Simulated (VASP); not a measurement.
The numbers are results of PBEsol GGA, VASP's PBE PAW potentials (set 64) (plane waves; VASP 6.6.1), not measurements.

VASP input:

INCAR:
```
PREC = Accurate
GGA = PS
SIGMA = 0.1
LREAL = .FALSE.
ISIF = 2
LMAXMIX = 4   # l cut-off of mixed one-centre charges
ALGO = Normal   # blocked Davidson
NELM = 100
ISMEAR = 1
LCHARG = .FALSE.
ENCUT = 480
EDIFF = 1E-7   # SCF stop (eV)
SYSTEM = Sn
LWAVE = .FALSE.
LASPH = .TRUE.   # aspherical one-centre terms
```

**POSCAR**
```
Sn
1
   -2.9426600067     2.9426600067     1.5958962167
    2.9426600067    -2.9426600067     1.5958962167
    2.9426600067     2.9426600067    -1.5958962167
Sn
2
Direct
  0.2500000000   0.7500000000   0.5000000000
  0.0000000000   0.0000000000   0.0000000000
```

File KPOINTS:
```
Automatic mesh
0
Gamma
12 12 12
0 0 0
```

POTCAR, in this order: Sn_d (PBE.64 set). Program: vasp_std.

What VASP printed:

File OSZICAR:
```
       N       E                     dE             d eps       ncg     rms          rms(c)
DAV:   1     0.195237787548E+03    0.19524E+03   -0.14478E+04  5876   0.230E+03
DAV:   2     0.885481361640E+01   -0.18638E+03   -0.18422E+03  5876   0.433E+02
DAV:   3    -0.802856956890E+01   -0.16883E+02   -0.16686E+02  6722   0.136E+02
DAV:   4    -0.853651828313E+01   -0.50795E+00   -0.50674E+00  6704   0.258E+01
DAV:   5    -0.855568932089E+01   -0.19171E-01   -0.19168E-01  7980   0.457E+00    0.234E+00
DAV:   6    -0.852382814681E+01    0.31861E-01   -0.53575E-02  7644   0.368E+00    0.127E+00
DAV:   7    -0.851456347517E+01    0.92647E-02   -0.28118E-02  7668   0.258E+00    0.188E-01
DAV:   8    -0.851404277138E+01    0.52070E-03   -0.21678E-03  7032   0.730E-01    0.293E-02
DAV:   9    -0.851404869211E+01   -0.59207E-05   -0.59009E-05  7560   0.818E-02    0.138E-02
DAV:  10    -0.851404802603E+01    0.66608E-06   -0.44486E-06  7272   0.278E-02    0.196E-03
DAV:  11    -0.851404811123E+01   -0.85198E-07   -0.29992E-07  5190   0.803E-03
   1 F= -.85140481E+01 E0= -.85138510E+01  d E =-.591457E-03
```

**OUTCAR**
```
------------------------ aborting loop because EDIFF is reached ----------------------------------------
  FORCE on cell =-STRESS in cart. coord.  units (eV):
  Direction    XX          YY          ZZ          XY          YZ          ZX
  --------------------------------------------------------------------------------------
  Total       -0.5636367     -0.5636367     -0.4928172      0.0000000     -0.0000000      0.0000000
  in kB      -16.3367252    -16.3367252    -14.2840597      0.0000000     -0.0000000      0.0000000
  external PRESSURE =     -15.6525033 kB  Pullay stress =       0.0000000 kB
  volume of cell :       55.28
      direct lattice vectors                 reciprocal lattice vectors
    -2.942660007  2.942660007  1.595896217     0.000000000  0.169914295  0.313303581
     2.942660007 -2.942660007  1.595896217     0.169914295  0.000000000  0.313303581
     2.942660007  2.942660007 -1.595896217     0.169914295  0.169914295  0.000000000
 POSITION                                       TOTAL-FORCE (eV/Angst)
 -----------------------------------------------------------------------------------
      2.94266      0.00000      0.79795         0.000000      0.000000      0.000000
      0.00000      0.00000      0.00000        -0.000000     -0.000000     -0.000000
 -----------------------------------------------------------------------------------
    total drift:                                0.000000     -0.000000     -0.000000
  FREE ENERGIE OF THE ION-ELECTRON SYSTEM (eV)
  ---------------------------------------------------
  free  energy   TOTEN  =        -8.5140481112 eV

  energy  without entropy=       -8.5134566543  energy(sigma->0) =       -8.51385096
```
(Selected blocks of OUTCAR.)

The compound is Sn in the beta structure. This cell was strained or had an atom moved on purpose.
